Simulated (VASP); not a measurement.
Data:

```
CELL_PARAMETERS angstrom
      0.00000     2.31726     2.31726
      2.31726     0.00000     2.31726
      2.31726     2.31726     0.00000
ATOMIC_POSITIONS crystal
  Hf 0.00000 0.00000 0.00000
  C  0.50000 0.50000 0.50000
```

The numbers are results of r2SCAN meta-GGA with spin-orbit coupling, VASP's PBE PAW potentials (set 64) (plane waves; VASP), not measurements. Run with 520 eV cut-off, 12×12×12 Γ-centred mesh, Gaussian smearing of 0.050 eV, potentials Hf_pv C.

### Question
Predict the energy per atom (σ→0), band gap (over mesh and band path) with the smallest direct gap where there is one.

### Answer

```yaml
band gap (over mesh and band path): none (metal, semimetal or under 0.01 eV)
energy per atom (σ→0): -28.985 eV/atom
```

The compound is HfC in the rock salt structure. It was relaxed first.
